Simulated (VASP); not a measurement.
Energy against volume of FePt (L1_0). These are vdW-DF-cx, VASP's PBE PAW potentials (set 64) (plane waves; VASP) values and carry that method's errors. Numerical set-up: 520 eV cut-off, 13×13×10 Γ-centred mesh, first-order Methfessel-Paxton smearing of 0.10 eV, potentials Fe Pt.

Shape and ions are relaxed at each volume.

```tsv
V (Å³/atom)	E (eV/atom)
13.114	-5.26446
13.520	-5.27325
13.925	-5.26453
14.331	-5.24145
```

Task: Fit these four points and predict the energy of the run at 12.709 Å³/atom.

Result: A cubic in V^(−2/3), the third-order Birch-Murnaghan form, passes through the four points with V0 = 13.51 Å³/atom and B0 = 231 GPa, and gives -5.2343 eV/atom there. The run gave -5.2343 eV/atom, +0.0 meV/atom from the fit; all five points give B0 = 231 GPa.

The compound is FePt in the L1_0 structure. It was relaxed first.
